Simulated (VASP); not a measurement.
Output of a VASP run:

**OSZICAR**
```
...
DAV:   6    -0.363236402366E+02   -0.23305E-06   -0.22032E-06  1530   0.151E-02    0.254E-03
DAV:   7    -0.363236401589E+02    0.77698E-07   -0.24927E-07  1098   0.644E-03
   6 F= -.36029327E+02 E0= -.36029327E+02  d E =-.251028E-03
       N       E                     dE             d eps       ncg     rms          rms(c)
DAV:   1    -0.363249955537E+02   -0.13553E-02   -0.61273E-01  1320   0.643E+00    0.365E-01
DAV:   2    -0.363244195067E+02    0.57605E-03   -0.12660E-02  1476   0.144E+00    0.219E-01
DAV:   3    -0.363237303422E+02    0.68916E-03   -0.75895E-04  1548   0.396E-01    0.705E-02
DAV:   4    -0.363236446898E+02    0.85652E-04   -0.35415E-04  1368   0.221E-01    0.143E-02
DAV:   5    -0.363237257819E+02   -0.81092E-04   -0.12826E-04  1320   0.130E-01    0.958E-03
DAV:   6    -0.363237291597E+02   -0.33778E-05   -0.96238E-06  1512   0.324E-02    0.493E-03
DAV:   7    -0.363237297167E+02   -0.55699E-06   -0.12989E-06  1410   0.135E-02    0.722E-04
DAV:   8    -0.363237300756E+02   -0.35894E-06   -0.27056E-07  1074   0.522E-03    0.407E-04
DAV:   9    -0.363237300253E+02    0.50242E-07   -0.65278E-08   840   0.288E-03
   7 F= -.36029299E+02 E0= -.36029299E+02  d E =-.222414E-03
       N       E                     dE             d eps       ncg     rms          rms(c)
DAV:   1    -0.363241319256E+02   -0.40185E-03   -0.19013E-01  1320   0.357E+00    0.203E-01
DAV:   2    -0.363239764253E+02    0.15550E-03   -0.39235E-03  1488   0.783E-01    0.122E-01
DAV:   3    -0.363237469930E+02    0.22943E-03   -0.22832E-04  1536   0.215E-01    0.381E-02
DAV:   4    -0.363237166058E+02    0.30387E-04   -0.11575E-04  1356   0.123E-01    0.802E-03
DAV:   5    -0.363237421844E+02   -0.25579E-04   -0.36876E-05  1320   0.714E-02    0.544E-03
DAV:   6    -0.363237434911E+02   -0.13067E-05   -0.26811E-06  1500   0.161E-02    0.292E-03
DAV:   7    -0.363237443985E+02   -0.90746E-06   -0.29578E-07  1168   0.715E-03    0.567E-04
DAV:   8    -0.363237439430E+02    0.45557E-06   -0.71933E-08   858   0.368E-03    0.354E-04
DAV:   9    -0.363237440797E+02   -0.13673E-06   -0.22042E-08   678   0.185E-03    0.166E-04
DAV:  10    -0.363237440690E+02    0.10696E-07   -0.56772E-09   660   0.857E-04
   8 F= -.36029379E+02 E0= -.36029379E+02  d E =-.302251E-03
       N       E                     dE             d eps       ncg     rms          rms(c)
DAV:   1    -0.363240742707E+02   -0.33019E-03   -0.13709E-02  1320   0.102E+00    0.122E-01
DAV:   2    -0.363238732262E+02    0.20104E-03   -0.42713E-04  1566   0.368E-01    0.738E-02
DAV:   3    -0.363237799405E+02    0.93286E-04   -0.13835E-04  1724   0.204E-01    0.730E-03
DAV:   4    -0.363237773190E+02    0.26215E-05   -0.38966E-05  1344   0.652E-02    0.455E-03
DAV:   5    -0.363237877691E+02   -0.10450E-04   -0.63167E-06  1332   0.258E-02    0.266E-03
DAV:   6    -0.363237827438E+02    0.50253E-05   -0.15103E-06  1426   0.127E-02    0.688E-04
DAV:   7    -0.363237848657E+02   -0.21219E-05   -0.23238E-07  1126   0.535E-03    0.395E-04
DAV:   8    -0.363237829518E+02    0.19139E-05   -0.67951E-08   864   0.303E-03    0.245E-04
DAV:   9    -0.363237845578E+02   -0.16060E-05   -0.35505E-08   840   0.216E-03    0.637E-05
DAV:  10    -0.363237842276E+02    0.33019E-06   -0.33530E-09   660   0.716E-04    0.420E-05
DAV:  11    -0.363237843373E+02   -0.10968E-06   -0.41213E-10   660   0.272E-04    0.372E-05
DAV:  12    -0.363237842893E+02    0.48073E-07   -0.15645E-10   660   0.189E-04
   9 F= -.36029436E+02 E0= -.36029436E+02  d E =-.573800E-04
```

File OUTCAR:
```
------------------------ aborting loop because EDIFF is reached ----------------------------------------
  FORCE on cell =-STRESS in cart. coord.  units (eV):
  Direction    XX          YY          ZZ          XY          YZ          ZX
  --------------------------------------------------------------------------------------
  Total        0.2813664      0.2813665      0.3105819      0.0000000      0.0000000     -0.0000000
  in kB        9.5589595      9.5589626     10.5515080      0.0000000      0.0000000     -0.0000000
  external PRESSURE =      -0.1101899 kB  Pullay stress =      10.0000000 kB
  volume of cell :       47.16
      direct lattice vectors                 reciprocal lattice vectors
     1.615750999 -2.798563279 -0.000000000     0.309453623 -0.178663103 -0.000000000
     1.615750999  2.798563279  0.000000000     0.309453623  0.178663103  0.000000000
     0.000000000 -0.000000000  5.214740133    -0.000000000 -0.000000000  0.191764110
  FREE ENERGIE OF THE ION-ELECTRON SYSTEM (eV)
  ---------------------------------------------------
  free  energy   TOTEN  =       -36.3237842893 eV

  energy  without entropy=      -36.3237842892  energy(sigma->0) =      -36.32378429
  enthalpy is  TOTEN    =       -36.0294359101 eV   P V=        0.2943483792

 reached required accuracy - stopping structural energy minimisation
```
(Selected blocks of OUTCAR.)

POSCAR:
```
ZnO
1
    1.6234729095    -2.8119380004    -0.0000000000
    1.6234729095     2.8119380004     0.0000000000
    0.0000000000     0.0000000000     5.2097935427
Zn O
2 2
Direct
  0.6666670000   0.3333330000   0.5002958916
  0.3333330000   0.6666670000   0.0002958916
  0.6666670000   0.3333330000   0.8817041084
  0.3333330000   0.6666670000   0.3817041084
```

### Question
Write an INCAR and KPOINTS that could have produced this output.

### Answer
One answer among several that fit: the input of the run itself, r2SCAN meta-GGA, plane waves, VASP's PBE PAW potentials (set 64).

INCAR:
```
PSTRESS = 10
IBRION = 2   ! conjugate gradients
LCHARG = .FALSE.
LASPH = .TRUE.
SYSTEM = ZnO
EDIFFG = -0.01   ! ionic stop
METAGGA = R2SCAN
LWAVE = .FALSE.
LMAXMIX = 4   ! l cut-off of mixed one-centre charges
SIGMA = 0.05   ! width (eV)
ISMEAR = 0   ! Gaussian
NSW = 40
PREC = Accurate
EDIFF = 1E-7   ! SCF stop (eV)
LMIXTAU = .TRUE.
ISIF = 3   ! ions, shape and volume
ENCUT = 600   ! plane-wave cut-off (eV)
NELM = 100
ALGO = Normal   ! blocked Davidson
LREAL = .FALSE.
```

**KPOINTS**
```
kpoints
0
G
 8 8 4
0 0 0
```

POTCAR, in this order: Zn O (PBE.64 set). Program: vasp_std.

The compound is ZnO in the wurtzite structure. This run relaxes it under an external pressure of 1 GPa. Symmetry was kept, so distortions that lower it aren't found.
